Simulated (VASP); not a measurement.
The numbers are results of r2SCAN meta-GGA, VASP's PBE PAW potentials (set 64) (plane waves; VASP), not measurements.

The input files of a VASP run:

### POSCAR
```
KF
1
    0.0000000000     2.6750000000     2.6750000000
    2.6750000000     0.0000000000     2.6750000000
    2.6750000000     2.6750000000     0.0000000000
K F
1 1
Direct
  0.0000000000   0.0000000000   0.0000000000
  0.5000000000   0.5000000000   0.5000000000
```

INCAR:
```
SYSTEM = KF
PREC = Accurate
ENCUT = 520
EDIFF = 1E-6
NELM = 100
ALGO = Normal
LREAL = .FALSE.
LASPH = .TRUE.
ISMEAR = 0
SIGMA = 0.05
METAGGA = R2SCAN
LMIXTAU = .TRUE.
LWAVE = .FALSE.
LCHARG = .FALSE.
IBRION = 2
ISIF = 3
NSW = 60
EDIFFG = -0.01
```

KPOINTS:
```
Regular mesh
0
Gamma
 8 8 8
0 0 0
```

POTCAR, in this order: K_sv F (PBE.64 set). Program: vasp_std.

Task: What does the run give for the energy per atom (σ→0), volume per atom, band gap (on the k-mesh)?

Result: 
```json
{
  "energy per atom (σ→0)": "-722.4 kJ/mol of atoms",
  "band gap (on the k-mesh)": "6.91 eV",
  "volume_per_atom": "18.80 Å^3/atom"
}
```

### OSZICAR
```
...
DAV:   4    -0.149733992256E+02    0.43633E-03   -0.62758E-04  1052   0.328E-01    0.450E-02
DAV:   5    -0.149726605246E+02    0.73870E-03   -0.81819E-04   732   0.420E-01    0.202E-02
DAV:   6    -0.149738697581E+02   -0.12092E-02   -0.41528E-04   712   0.288E-01    0.682E-03
DAV:   7    -0.149738287266E+02    0.41032E-04   -0.20346E-05   764   0.676E-02    0.337E-03
DAV:   8    -0.149738802268E+02   -0.51500E-04   -0.42131E-05   720   0.818E-02    0.433E-03
DAV:   9    -0.149739056457E+02   -0.25419E-04   -0.98990E-06   716   0.428E-02    0.109E-03
DAV:  10    -0.149739047642E+02    0.88148E-06   -0.17359E-07   648   0.634E-03
   3 F= -.14973905E+02 E0= -.14973905E+02  d E =-.145272E-02
```

The compound is KF in the rock salt structure. This run relaxes it. Symmetry was kept, so distortions that lower it aren't found.
